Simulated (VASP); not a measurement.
Consider the following.

```yaml
crystal:
  lattice:
    - [-1.66121, 1.66121, 3.80133]
    - [1.66121, -1.66121, 3.80133]
    - [1.66121, 1.66121, -3.80133]
  atoms:
    - { symbol: Co, position: [0.70811, 0.70811, 0.00000] }
    - { symbol: Co, position: [0.46564, 0.95811, 0.50752] }
    - { symbol: Si, position: [0.20789, 0.20789, 0.00000] }
    - { symbol: Si, position: [0.95789, 0.45789, 0.50000] }
```

Method: PBEsol GGA, VASP's PBE PAW potentials (set 64) (plane waves; VASP). Settings: 480 eV cut-off, 12×12×12 Γ-centred mesh, first-order Methfessel-Paxton smearing of 0.10 eV, potentials Co Si.

### Question
Estimate the energy per atom (σ→0), largest force, band gap (on the k-mesh) with the smallest direct gap where there is one.

### Answer

- band gap (on the k-mesh): none (metal, semimetal or under 0.01 eV)
- energy per atom (σ→0): -7.253 eV/atom
- largest force: 0.213 eV/Å

The absolute energy has meaning only against runs of the same code, potentials and settings.

The structure was generated: CoSi was put into the NbAs type (I4_1md), which need not be its known phase. This cell was strained or had an atom moved on purpose. The run is not spin-polarised, so no magnetic state was tried.
